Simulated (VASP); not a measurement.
Crystal: LaB6.

```
CELL_PARAMETERS angstrom
4.15700 0.00000 0.00000
0.00000 4.15700 0.00000
0.00000 0.00000 4.15700
ATOMIC_POSITIONS crystal
La 0.00000 0.00000 0.00000
B 0.19750 0.50000 0.50000
B 0.50000 0.19750 0.50000
B 0.80250 0.50000 0.50000
B 0.50000 0.80250 0.50000
B 0.50000 0.50000 0.19750
B 0.50000 0.50000 0.80250
```

```yaml
Program: VASP 6.6.1
Task: relaxation of cell and atoms
Functional: LDA
Potentials_or_basis: VASP PAW LDA potentials, release 64 (La, B)
Cutoff: 600 eV
k_mesh: 10 × 10 × 10
Occupations: methfessel-paxton, width 0.1 eV
Spin: no spin polarisation
```

At the start: pressure -7.8 GPa; volume 10.26 Å³/atom.

Where does the relaxation end?

Over 8 steps the energy falls by 13.9 meV/atom and the volume is 9.84 Å³/atom (-4.1 %); space group Pm-3m (No. 221, to 0.05 Å).

The path:
```tsv
step	energy change (eV)	largest force (eV/Å)	pressure (GPa)	volume (Å³)
1	0.0000	0.7397	-7.84	71.84
2	0.1047	1.9755	8.53	66.74
3	-0.0886	0.2592	-1.93	69.68
4	-0.0913	0.2643	1.39	68.31
5	-0.0970	0.0208	-0.14	68.92
6	-0.0970	0.0267	-0.11	68.91
7	-0.0970	0.0258	0.22	68.80
8	-0.0971	0.0045	0.04	68.86
```

Final structure:
```
La B
1.0
     4.09885    0.00000    0.00000
     0.00000    4.09885    0.00000
     0.00000    0.00000    4.09885
La B
1 6
Cartesian
  0.0000 0.0000 0.0000
  0.8190 2.0494 2.0494
  2.0494 0.8190 2.0494
  3.2799 2.0494 2.0494
  2.0494 3.2799 2.0494
  2.0494 2.0494 0.8190
  2.0494 2.0494 3.2799
```
